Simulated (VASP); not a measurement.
A run of VASP 6.6.1 is set up as follows.

INCAR

```
  ALGO = Normal
  EDIFF = 1E-6
  EDIFFG = -0.005
  ENCUT = 600
  IBRION = 2
  ISIF = 3
  ISMEAR = 0
  KPAR = 2
  LASPH = T
  LCHARG = F
  LMIXTAU = T
  LREAL = F
  LWAVE = F
  METAGGA = R2SCAN
  NELM = 120
  NSW = 80
  PREC = Accurate
  SIGMA = 0.02
```

Contents of KPOINTS:

```
k-points
0
Gamma
  10 10 10
```

File POSCAR:

```
GaP
1.0
    0.0000000000      2.7258125000      2.7258125000
    2.7258125000      0.0000000000      2.7258125000
    2.7258125000      2.7258125000      0.0000000000
Ga P
1 1
Direct
    0.0000000000      0.0000000000      0.0000000000
    0.7500000000      0.7500000000      0.7500000000
```

Potentials or basis: VASP PAW PBE potentials, release 64 (Ga_d, P).

Command:

```console
$ cat potpaw_PBE.64/Ga_d/POTCAR potpaw_PBE.64/P/POTCAR > POTCAR
$ mpirun -np 2 vasp_std > vasp.out
```

Question: What does it give for the space group after relaxing (to 0.05 Å)?

Answer: F-43m (No. 216).

Question: Estimate the relaxed cell.

Answer: a = 3.853 Å, b = 3.853 Å, c = 3.853 Å, α = 60.00°, β = 60.00°, γ = 60.00°.

Question: Predict the band gap on the k mesh.

Answer: 1.86 eV, indirect (least direct gap 2.35 eV).

Final structure:
```
Ga P
1.0
     0.00000    2.72472    2.72472
     2.72472    0.00000    2.72472
     2.72472    2.72472    0.00000
Ga P
1 1
Cartesian
  0.0000 0.0000 0.0000
  4.0871 4.0871 4.0871
```

Caveat: the PAW data sets were made with another functional, which shifts forces and pressure a little. r2SCAN opens gaps a little over a GGA but as a rule still falls short of measured ones.
